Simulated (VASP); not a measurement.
Here is the system:

```
CELL_PARAMETERS angstrom
      2.02693    -3.51075     0.00000
      2.02693     3.51075     0.00000
      0.00000     0.00000     5.07178
ATOMIC_POSITIONS crystal
  Te 0.33333 0.66667 0.26713
  Te 0.66667 0.33333 0.73287
  Pt 0.00000 0.00000 0.00000
```

The numbers are results of PBE GGA with D3 dispersion (Becke-Johnson damping), VASP's PBE PAW potentials (set 64) (plane waves; VASP 6.6.1), not measurements. Numerical set-up: 520 eV cut-off, 10×10×7 Γ-centred mesh, tetrahedra with Blöchl corrections, potentials Te Pt.

The cores are frozen, which limits the accuracy of field gradients.

### Question
Give the principal components of the electric field gradient (V/Å²) and the asymmetry η at each nucleus.

### Answer

```tsv
atom	Vxx	Vyy	Vzz	η
Te1	3.3	3.3	-6.7	0.00
Te2	3.3	3.3	-6.7	0.00
Pt3	-59.7	-59.7	119.4	0.00
```

The compound is PtTe2 in the 1T layered structure. It was relaxed first.
